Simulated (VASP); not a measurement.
Method: HSE06 screened hybrid, VASP's PBE PAW potentials (set 64) (plane waves; VASP).

The input files of a VASP run:

File POSCAR:
```
AsSi62
10.9370750
  0.9999999726   0.0000000000   0.0000000000
  0.0000000000   0.9999999726   0.0000000000
  0.0000000000   0.0000000000   0.9999999726
Si As
62 1
Cart
  0.4994493895   0.9997326995   0.9997667399
  0.6266006410   0.1247012104   0.1248906110
  0.7502042351   0.2496656889   0.9989616350
  0.8750618610   0.3734418336   0.1248827111
  0.7502719326   0.9986561953   0.2497037204
  0.8751294380   0.1246563942   0.3733652823
  0.0002802617   0.9993904038   0.9996732149
  0.1253104129   0.1248429012   0.1249398577
  0.2511641921   0.2491983634   0.0007994444
  0.3767540604   0.3770892442   0.1276800382
  0.4996312386   0.5001324386   0.9997477131
  0.6225956318   0.6231681897   0.1276679318
  0.7506502008   0.7486354664   0.0006861228
  0.8750268879   0.8742863169   0.1248855384
  0.2510882076   0.0007212929   0.2493864596
  0.3767295041   0.1276561751   0.3772950994
  0.4996230981   0.2459273652   0.2461100743
  0.7538300222   0.5004256396   0.2460264040
  0.8721861694   0.6231620934   0.3773032619
  0.4996337577   0.9996419904   0.5002732123
  0.6226267895   0.1276215218   0.6232022138
  0.7538554767   0.2458125602   0.5003775125
  0.8722152939   0.3770691965   0.6231835622
  0.7506193822   0.0006924895   0.7487946534
  0.8750043800   0.1248869208   0.8746209760
  0.0002082810   0.5004413500   0.9997905236
  0.1251204715   0.6243975734   0.1261770862
  0.2496850558   0.7502450647   0.0009013790
  0.3753916780   0.8749420698   0.1261531669
  0.0010222262   0.2496359950   0.2497063447
  0.1248248653   0.3750286181   0.3750765419
  0.2508369480   0.5004508410   0.2525468204
  0.3743605685   0.6256370982   0.3787940766
  0.4994055805   0.7492024514   0.2525672329
  0.6248136195   0.8751527072   0.3751712628
  0.0002836457   0.9997269855   0.5005641862
  0.1251560786   0.1260944776   0.6245062218
  0.2508280756   0.2525091171   0.5005858160
  0.3742902123   0.3788676555   0.6257081654
  0.6211592069   0.6257235381   0.6257585489
  0.7473653169   0.7492387919   0.5005887323
  0.8738443955   0.8748779904   0.6245065974
  0.2497110338   0.0007840180   0.7502736887
  0.3754925373   0.1261168688   0.8748541730
  0.4993845089   0.2525415605   0.7491556305
  0.6248526165   0.3750879221   0.8751767022
  0.7474270168   0.5004933407   0.7492247827
  0.8738334319   0.6243947126   0.8748816617
  0.9991918753   0.7486258233   0.2493671999
  0.1246207526   0.8752167591   0.3757120141
  0.0001349502   0.5000091429   0.5001681347
  0.1235873420   0.6257878041   0.6258894934
  0.2492036190   0.7505022008   0.5019386419
  0.3739705854   0.8760827617   0.6259993052
  0.9991709215   0.2492317431   0.7487674792
  0.1246143480   0.3755619289   0.8753613676
  0.2492329488   0.5019291018   0.7507116453
  0.3739532054   0.6259204112   0.8762780709
  0.4979974440   0.7506161588   0.7508103937
  0.6243186103   0.8752481542   0.8753793476
  0.9990608421   0.7502089464   0.7502847944
  0.1247686744   0.8751626427   0.8752072633
  0.5128432124   0.4872431874   0.4873066223
```

### INCAR
```
ISIF = 0
NELMIN = 4
NELM = 50
LREAL = Auto   # projection in real space or not
ENCUT = 400   # plane-wave cut-off (eV)
ALGO = Normal   # blocked Davidson
LCHARG = F
LASPH = T   # aspherical one-centre terms
PRECFOCK = Fast
SIGMA = 0.05
LHFCALC = T
ISMEAR = 0
NELECT = 252.0
HFSCREEN = 0.2   # 1/Angstrom
GGA = PE   # PBE
PREC = Normal
LMAXMIX = 4   # l cut-off of mixed one-centre charges
SYSTEM = AsSi62
LWAVE = F
EDIFF = 1E-5
AEXX = 0.25
ISYM = 0
```

KPOINTS:
```
Automatic mesh
0
Gamma
1 1 1
0 0 0
```

POTCAR, in this order: Si As (PBE.64 set). Program: vasp_gam. Read from the step before: WAVECAR.

The run wrote:

### OUTCAR
```
 ion  position               nearest neighbor table
   1  0.499  1.000  1.000-  60 2.36  29 2.37  44 2.37   2 2.38
   2  0.627  0.125  0.125-  17 2.33   3 2.36   5 2.37   1 2.38
   3  0.750  0.250  0.999-  25 2.36   2 2.36   4 2.37  46 2.37
   4  0.875  0.373  0.125-  18 2.33   3 2.37  30 2.37  26 2.38
   5  0.750  0.999  0.250-  14 2.36  35 2.36   6 2.36   2 2.37
   6  0.875  0.125  0.373-  22 2.33   5 2.36  30 2.37  36 2.38
   7  0.000  0.999  1.000-  62 2.36  14 2.37   8 2.37  25 2.37
   8  0.125  0.125  0.125-  30 2.36  15 2.36   9 2.36   7 2.37
   9  0.251  0.249  0.001-  44 2.36   8 2.36  56 2.39  10 2.40
  10  0.377  0.377  0.128-  17 2.35  11 2.36  32 2.36   9 2.40
  11  0.500  0.500  1.000-  10 2.36  12 2.36  46 2.37  58 2.37
  12  0.623  0.623  0.128-  18 2.35  11 2.36  34 2.36  13 2.40
  13  0.751  0.749  0.001-  48 2.36  14 2.36  60 2.39  12 2.40
  14  0.875  0.874  0.125-   5 2.36  13 2.36  49 2.36   7 2.37
  15  0.251  0.001  0.249-  29 2.36   8 2.36  50 2.39  16 2.40
  16  0.377  0.128  0.377-  17 2.35  20 2.36  38 2.36  15 2.40
  17  0.500  0.246  0.246-   2 2.33  16 2.35  10 2.35
  18  0.754  0.500  0.246-   4 2.33  12 2.35  19 2.35
  19  0.872  0.623  0.377-  18 2.35  51 2.36  41 2.36  49 2.40
  20  0.500  1.000  0.500-  16 2.36  21 2.36  35 2.37  54 2.37
  21  0.623  0.128  0.623-  22 2.35  20 2.36  45 2.36  24 2.40
  22  0.754  0.246  0.500-   6 2.33  21 2.35  23 2.35
  23  0.872  0.377  0.623-  22 2.35  51 2.36  47 2.36  55 2.40
  24  0.751  0.001  0.749-  42 2.36  25 2.36  60 2.39  21 2.40
  25  0.875  0.125  0.875-   3 2.36  55 2.36  24 2.36   7 2.37
  26  0.000  0.500  1.000-  56 2.36  48 2.37  27 2.37   4 2.38
  27  0.125  0.624  0.126-  49 2.36  26 2.37  28 2.37  32 2.37
  28  0.250  0.750  0.001-  58 2.36  62 2.37  29 2.37  27 2.37
  29  0.375  0.875  0.126-  15 2.36   1 2.37  28 2.37  34 2.38
  30  0.001  0.250  0.250-   8 2.36   6 2.37  31 2.37   4 2.37
  31  0.125  0.375  0.375-  32 2.36  38 2.36  30 2.37  51 2.37
  32  0.251  0.500  0.253-  31 2.36  10 2.36  33 2.37  27 2.37
  33  0.374  0.626  0.379-  53 2.36  34 2.37  32 2.37  63 2.45
  34  0.499  0.749  0.253-  35 2.36  12 2.36  33 2.37  29 2.38
  35  0.625  0.875  0.375-  41 2.36  34 2.36   5 2.36  20 2.37
  36  0.000  1.000  0.501-  50 2.36  37 2.37  42 2.37   6 2.38
  37  0.125  0.126  0.625-  55 2.36  36 2.37  43 2.37  38 2.37
  38  0.251  0.253  0.501-  16 2.36  31 2.36  39 2.37  37 2.37
  39  0.374  0.379  0.626-  57 2.36  45 2.37  38 2.37  63 2.45
...
```

File OSZICAR:
```
       N       E                     dE             d eps       ncg     rms          rms(c)
DAV:   1    -0.393140309171E+03   -0.39314E+03   -0.12752E+01   316   0.814E+00    0.191E+01
DAV:   2    -0.393241138019E+03   -0.10083E+00   -0.33454E-01   346   0.126E+00    0.125E+01
DAV:   3    -0.393224204993E+03    0.16933E-01   -0.29176E-02   346   0.331E-01    0.742E+00
DAV:   4    -0.393218127214E+03    0.60778E-02   -0.77187E-03   354   0.154E-01    0.428E+00
DAV:   5    -0.393215802414E+03    0.23248E-02   -0.11342E-03   362   0.669E-02    0.247E+00
DAV:   6    -0.393214957700E+03    0.84471E-03   -0.49016E-04   354   0.454E-02    0.141E+00
DAV:   7    -0.393214702627E+03    0.25507E-03   -0.18742E-04   346   0.261E-02    0.797E-01
DAV:   8    -0.393214620425E+03    0.82202E-04   -0.38955E-05   282   0.124E-02    0.456E-01
DAV:   9    -0.393214597152E+03    0.23274E-04   -0.15333E-05   202   0.815E-03    0.259E-01
DAV:  10    -0.393214592593E+03    0.45586E-05   -0.62908E-06   186   0.535E-03
   1 F= -.39321459E+03 E0= -.39321459E+03  d E =-.163287E-11
```

OUTCAR:
```
------------------------ aborting loop because EDIFF is reached ----------------------------------------
  volume of cell :     1308.29
      direct lattice vectors                 reciprocal lattice vectors
    10.937074700  0.000000000  0.000000000     0.091432127  0.000000000  0.000000000
     0.000000000 10.937074700  0.000000000     0.000000000  0.091432127  0.000000000
     0.000000000  0.000000000 10.937074700     0.000000000  0.000000000  0.091432127
 POSITION                                       TOTAL-FORCE (eV/Angst)
 -----------------------------------------------------------------------------------
      5.46252     10.93415     10.93452        -0.017240      0.017871      0.016993
      6.85318      1.36387      1.36594         0.033851     -0.033116     -0.030281
      8.20504      2.73061     10.92572        -0.011471      0.014999      0.014861
      9.57062      4.08436      1.36585         0.032325     -0.042363     -0.032466
      8.20578     10.92238      2.73103        -0.009856      0.025768      0.009416
      9.57136      1.36338      4.08352         0.032320     -0.030852     -0.033762
      0.00307     10.93041     10.93350        -0.010767      0.024057      0.006872
      1.37053      1.36542      1.36648         0.018588     -0.007198     -0.005588
      2.74700      2.72550      0.00874        -0.018256     -0.025522     -0.000190
      4.12059      4.12425      1.39645         0.016894      0.060188     -0.015280
      5.46450      5.46999     10.93432         0.001361      0.004194      0.003576
      6.80938      6.81564      1.39631        -0.057789     -0.016803     -0.022618
      8.20992      8.18788      0.00750         0.016913      0.013452      0.010226
      9.57023      9.56214      1.36588         0.000449     -0.016477      0.002255
      2.74617      0.00789      2.72756        -0.014330      0.007290     -0.024636
      4.12032      1.39619      4.12650         0.015647     -0.026571      0.057780
      5.46442      2.68973      2.69172        -0.027266     -0.110707     -0.118087
      8.24470      5.47319      2.69081         0.116650      0.028354     -0.113359
      9.53917      6.81557      4.12659         0.022310     -0.021414      0.061956
      5.46453     10.93316      5.47153        -0.001218      0.008485      0.001401
      6.80972      1.39581      6.81601        -0.060795     -0.027217     -0.012998
      8.24497      2.68847      5.47267         0.119014     -0.109174      0.026596
      9.53948      4.12403      6.81581         0.015640      0.064216     -0.016090
      8.20958      0.00757      8.18962         0.024959      0.009874      0.018473
      9.56999      1.36590      9.56580         0.005690     -0.010115     -0.017079
      0.00228      5.47336     10.93478        -0.015601      0.021302      0.016664
      1.36845      6.82908      1.38001         0.011350      0.000880     -0.031531
      2.73082      8.20549      0.00986        -0.028990      0.028588      0.023991
      4.10569      9.56931      1.37975         0.007086     -0.017321     -0.028433
      0.01118      2.73029      2.73106        -0.018615      0.019875      0.013941
      1.36522      4.10172      4.10224        -0.000848     -0.002278      0.002838
      2.74342      5.47347      2.76212        -0.024023      0.006469      0.004774
      4.09441      6.84264      4.14290         0.081109     -0.090480      0.070724
      5.46204      8.19408      2.76235        -0.008001      0.028739     -0.000343
      6.83363      9.57161      4.10328        -0.002874     -0.002393     -0.002474
      0.00310     10.93409      5.47471        -0.022132      0.015605      0.014795
      1.36884      1.37910      6.83027         0.008916     -0.030327      0.003488
      2.74333      2.76171      5.47494        -0.028599      0.012058      0.004639
      4.09364      4.14370      6.84342         0.087157      0.063892     -0.089912
      6.79366      6.84359      6.84397        -0.065286     -0.091393     -0.084281
      8.17399      8.19448      5.47498         0.001630      0.018766      0.006690
      9.55730      9.56861      6.83028         0.031377     -0.011576      0.001238
      2.73111      0.00857      8.20580        -0.025554      0.022490      0.028666
      4.10679      1.37935      9.56835        -0.002734     -0.035759     -0.011081
      5.46181      2.76207      8.19357        -0.002686      0.006917      0.029150
      6.83406      4.10236      9.57187        -0.005326     -0.002371      0.001454
      8.17467      5.47393      8.19433        -0.003099      0.002781      0.016071
      9.55718      6.82905      9.56865         0.034495     -0.001243     -0.013787
     10.92824      8.18778      2.72735        -0.005325      0.017592     -0.024911
      1.36299      9.57231      4.10919         0.018083     -0.022598     -0.005195
      0.00148      5.46864      5.47038        -0.004480      0.008539      0.006130
      1.35168      6.84429      6.84540         0.009427     -0.000838      0.000792
      2.72556      8.20830      5.48974        -0.000674      0.008374      0.024390
      4.09014      9.58178      6.84660         0.001376     -0.007977     -0.006875
     10.92801      2.72587      8.18933        -0.002119     -0.026279      0.021388
      1.36292      4.10755      9.57389         0.021267     -0.004310     -0.022244
      2.72588      5.48964      8.21059        -0.010140      0.018615      0.006163
      4.08995      6.84574      9.58392         0.006623     -0.008594     -0.004193
      5.44664      8.20955      8.21167        -0.019557      0.007738      0.002123
      6.82822      9.57265      9.57409         0.001221     -0.018508     -0.021991
     10.92680      8.20509      8.20592        -0.019424      0.027514      0.022956
      1.36460      9.57172      9.57221         0.019230     -0.026309     -0.022420
      5.60900      5.32902      5.32971        -0.267884      0.262605      0.258634
 -----------------------------------------------------------------------------------
    total drift:                               -0.003459     -0.014581      0.011850
  FREE ENERGIE OF THE ION-ELECTRON SYSTEM (eV)
  ---------------------------------------------------
  free  energy   TOTEN  =      -393.2145925929 eV

  energy  without entropy=     -393.2145925929  energy(sigma->0) =     -393.21459259

  exchange ACFDT corr.  =         0.00000000  see jH, gK, PRB 81, 115126
```
(Selected blocks of OUTCAR.)

### OUTCAR
```
 val. band max:        5.3025045197   @ k =   0.0000   0.0000   0.0000

 cond. band min:       6.1995273522   @ k =   0.0000   0.0000   0.0000


 Fermi energy:         5.5452625602

 k-point     1 :       0.0000    0.0000    0.0000
  band No.  band energies     occupation
      1      -8.0695      2.00000
      2      -7.4063      2.00000
      3      -6.8324      2.00000
      4      -6.8315      2.00000
      5      -6.8197      2.00000
      6      -6.8193      2.00000
      7      -6.7138      2.00000
      8      -6.3481      2.00000
      9      -5.8010      2.00000
     10      -5.8001      2.00000
     11      -5.7830      2.00000
     12      -5.7826      2.00000
     13      -5.7813      2.00000
     14      -5.7693      2.00000
     15      -5.7680      2.00000
     16      -5.7677      2.00000
     17      -5.7652      2.00000
     18      -5.7650      2.00000
     19      -5.5520      2.00000
     20      -5.5394      2.00000
     21      -5.4769      2.00000
     22      -5.4764      2.00000
     23      -5.0900      2.00000
     24      -3.9230      2.00000
     25      -3.4907      2.00000
     26      -3.4906      2.00000
     27      -3.4364      2.00000
     28      -3.4360      2.00000
     29      -3.4237      2.00000
     30      -3.3773      2.00000
     31      -3.3366      2.00000
     32      -3.3223      2.00000
     33      -3.3221      2.00000
     34      -3.3018      2.00000
     35      -3.3013      2.00000
     36      -3.2882      2.00000
     37      -3.2875      2.00000
     38      -3.2692      2.00000
     39      -3.2268      2.00000
     40      -3.2262      2.00000
     41      -2.6590      2.00000
     42      -2.5050      2.00000
     43      -2.4036      2.00000
     44      -2.4029      2.00000
     45      -1.8336      2.00000
     46      -1.0119      2.00000
     47      -0.9086      2.00000
     48      -0.9073      2.00000
     49      -0.8931      2.00000
     50      -0.8926      2.00000
     51      -0.8775      2.00000
...
```

The cell is charged, with a uniform compensating background. The supercell is sampled at Γ alone, which is coarse: total energies, pressure and levels can be off, energies of defects by several tenths of an eV.

The cell is a supercell with a defect, built from Si (diamond): As_Si-vac_Si, charge +1. The cell's shape comes from a PBE relaxation. The run is not spin-polarised, so no state with unpaired spins was tried.
